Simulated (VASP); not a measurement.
Calculation: LDA (Ceperley-Alder, Perdew-Zunger), VASP's LDA PAW potentials (set 64) (plane waves; VASP).

VASP ran on this input.

### INCAR
```
LWAVE = .False.
SYSTEM = TaAl3
ALGO = Normal   # blocked Davidson
NELM = 100   # most electronic steps
LMAXMIX = 6   # l cut-off of mixed one-centre charges
ISIF = 2
EDIFF = 1E-6
LCHARG = .False.
LREAL = .False.
ISMEAR = 0   # Gaussian
PREC = Accurate
SIGMA = 0.1   # width (eV)
ENCUT = 300   # plane-wave cut-off (eV)
LASPH = .True.   # aspherical one-centre terms
```

**POSCAR**
```
TaAl3
1
   -1.9171000000     1.9171000000     4.2512950000
    1.9171000000    -1.9171000000     4.2512950000
    1.9171000000     1.9171000000    -4.2512950000
Ta Al
1 3
Direct
  0.0000000000   0.0000000000   0.0000000000
  0.5000000000   0.5000000000   0.0000000000
  0.7500000000   0.2500000000   0.5000000000
  0.2500000000   0.7500000000   0.5000000000
```

File KPOINTS:
```
Automatic mesh
0
Gamma
11 11 11
0 0 0
```

POTCAR, in this order: Ta_pv Al (LDA.64 set). Program: vasp_std.

Output

**OSZICAR**
```
       N       E                     dE             d eps       ncg     rms          rms(c)
DAV:   1     0.352378940007E+02    0.35238E+02   -0.74467E+03  4128   0.814E+02
DAV:   2    -0.257883085000E+02   -0.61026E+02   -0.60001E+02  4374   0.185E+02
DAV:   3    -0.274410383879E+02   -0.16527E+01   -0.15792E+01  4572   0.263E+01
DAV:   4    -0.274575354435E+02   -0.16497E-01   -0.16485E-01  4206   0.290E+00
DAV:   5    -0.274577495393E+02   -0.21410E-03   -0.21407E-03  4602   0.326E-01    0.151E+01
DAV:   6    -0.268376531737E+02    0.62010E+00   -0.28166E+00  4152   0.108E+01    0.669E+00
DAV:   7    -0.267387192735E+02    0.98934E-01   -0.18465E-01  3998   0.233E+00    0.304E+00
DAV:   8    -0.267126236813E+02    0.26096E-01   -0.33566E-02  4482   0.146E+00    0.294E-01
DAV:   9    -0.267120141691E+02    0.60951E-03   -0.21447E-03  4620   0.258E-01    0.137E-01
DAV:  10    -0.267119273436E+02    0.86826E-04   -0.52908E-04  4104   0.163E-01    0.291E-02
DAV:  11    -0.267119251547E+02    0.21889E-05   -0.29214E-05  4290   0.469E-02    0.763E-03
DAV:  12    -0.267119244858E+02    0.66886E-06   -0.21527E-06  3428   0.801E-03
   1 F= -.26711924E+02 E0= -.26710436E+02  d E =-.297692E-02
```

**OUTCAR**
```
------------------------ aborting loop because EDIFF is reached ----------------------------------------
  FORCE on cell =-STRESS in cart. coord.  units (eV):
  Direction    XX          YY          ZZ          XY          YZ          ZX
  --------------------------------------------------------------------------------------
  Total       -1.5294391     -1.5294391     -1.2290986      0.0000000      0.0000000     -0.0000000
  in kB      -39.2077572    -39.2077572    -31.5084140      0.0000000      0.0000000     -0.0000000
  external PRESSURE =     -36.6413095 kB  Pullay stress =       0.0000000 kB
  volume of cell :       62.50
      direct lattice vectors                 reciprocal lattice vectors
    -1.917100000  1.917100000  4.251295000     0.000000000  0.260810599  0.117611222
     1.917100000 -1.917100000  4.251295000     0.260810599  0.000000000  0.117611222
     1.917100000  1.917100000 -4.251295000     0.260810599  0.260810599  0.000000000
 POSITION                                       TOTAL-FORCE (eV/Angst)
 -----------------------------------------------------------------------------------
      0.00000      0.00000      0.00000         0.000000     -0.000000      0.000000
      0.00000      0.00000      4.25129         0.000000     -0.000000      0.000000
     -0.00000      1.91710      2.12565         0.000000     -0.000000     -0.000000
      1.91710     -0.00000      2.12565        -0.000000      0.000000      0.000000
 -----------------------------------------------------------------------------------
    total drift:                               -0.000000     -0.000000     -0.000000
  FREE ENERGIE OF THE ION-ELECTRON SYSTEM (eV)
  ---------------------------------------------------
  free  energy   TOTEN  =       -26.7119244858 eV

  energy  without entropy=      -26.7089475640  energy(sigma->0) =      -26.71043602
```
(Selected blocks of OUTCAR.)

At this cut-off the stress carries a Pulay error, which pulls relaxed volumes low.

The structure comes from a computed database's TaAl3 entry; how it stands against other phases isn't given here. The cell was not relaxed at this level. The run is one of a series of settings (GGA removed, POTCAR Ta_pv Al (LDA.64 set) against the base run), some of them coarse on purpose.
